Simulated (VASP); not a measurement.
OSZICAR of a VASP run on Ir (fcc):

### OSZICAR
```
       N       E                     dE             d eps       ncg     rms          rms(c)
DAV:   1     0.407067075183E+02    0.40707E+02   -0.44363E+03  2376   0.996E+02
DAV:   2    -0.983666280934E+01   -0.50543E+02   -0.48869E+02  2336   0.206E+02
DAV:   3    -0.104347284905E+02   -0.59807E+00   -0.59654E+00  3344   0.298E+01
DAV:   4    -0.104380623081E+02   -0.33338E-02   -0.33336E-02  3072   0.155E+00
DAV:   5    -0.104380736249E+02   -0.11317E-04   -0.11316E-04  3384   0.644E-02    0.160E+01
DAV:   6    -0.991199125242E+01    0.52608E+00   -0.11131E+00  2744   0.146E+01    0.637E+00
DAV:   7    -0.981677514505E+01    0.95216E-01   -0.33029E-01  2976   0.734E+00    0.156E+00
DAV:   8    -0.981165788785E+01    0.51173E-02   -0.16445E-03  2608   0.626E-01    0.820E-01
DAV:   9    -0.980945497170E+01    0.22029E-02   -0.14929E-03  2984   0.669E-01    0.228E-02
DAV:  10    -0.980945646093E+01   -0.14892E-05   -0.53101E-06  3080   0.285E-02    0.702E-03
DAV:  11    -0.980945746925E+01   -0.10083E-05   -0.52884E-07  2296   0.605E-03    0.569E-04
DAV:  12    -0.980945744708E+01    0.22164E-07   -0.10063E-08  1240   0.122E-03
   1 F= -.93696979E+01 E0= -.93696084E+01  d E =-.936970E+01
       N       E                     dE             d eps       ncg     rms          rms(c)
DAV:   1    -0.992701523736E+01   -0.11756E+00   -0.76638E+00  2472   0.462E+01    0.569E+00
DAV:   2    -0.975623359826E+01    0.17078E+00   -0.39121E-01  2616   0.896E+00    0.148E+00
DAV:   3    -0.973410720851E+01    0.22126E-01   -0.91442E-02  2776   0.399E+00    0.362E-01
DAV:   4    -0.973418321791E+01   -0.76009E-04   -0.77117E-04  3216   0.288E-01    0.173E-01
DAV:   5    -0.973433522289E+01   -0.15200E-03   -0.47910E-04  3064   0.172E-01    0.872E-03
DAV:   6    -0.973434761895E+01   -0.12396E-04   -0.86449E-06  3184   0.231E-02    0.303E-03
DAV:   7    -0.973434794656E+01   -0.32761E-06   -0.20929E-07  1680   0.346E-03
   2 F= -.93218741E+01 E0= -.93217624E+01  d E =0.478238E-01
       N       E                     dE             d eps       ncg     rms          rms(c)
DAV:   1    -0.993226374088E+01   -0.19792E+00   -0.49924E+00  2504   0.374E+01    0.347E+00
DAV:   2    -0.982004595366E+01    0.11222E+00   -0.28768E-01  2544   0.742E+00    0.154E+00
DAV:   3    -0.980691826928E+01    0.13128E-01   -0.58412E-02  2864   0.308E+00    0.473E-01
DAV:   4    -0.980685615564E+01    0.62114E-04   -0.84691E-04  3088   0.320E-01    0.120E-01
DAV:   5    -0.980689196001E+01   -0.35804E-04   -0.72020E-05  3376   0.635E-02    0.187E-02
DAV:   6    -0.980689889229E+01   -0.69323E-05   -0.32370E-06  2944   0.116E-02    0.110E-03
DAV:   7    -0.980689888263E+01    0.96629E-08   -0.38018E-08  1240   0.213E-03
   3 F= -.93724388E+01 E0= -.93723441E+01  d E =-.274091E-02
```

Question: Which electronic solver shows in the log?

Answer: It is blocked Davidson (ALGO = Normal, or the opening steps of other solvers). The INCAR had ALGO = Normal.

Question: Can the final energy be trusted as converged?

Answer: Self-consistency was reached. It stopped with EDIFF = 1E-6, NELM = 100, NSW = 40 and EDIFFG = -0.02 after 3 ionic steps (PBEsol GGA, plane waves, VASP's PBE PAW potentials (set 64)).

The compound is Ir in the fcc structure. This run relaxes it under an external pressure of 5 GPa. Symmetry was kept, so distortions that lower it aren't found.
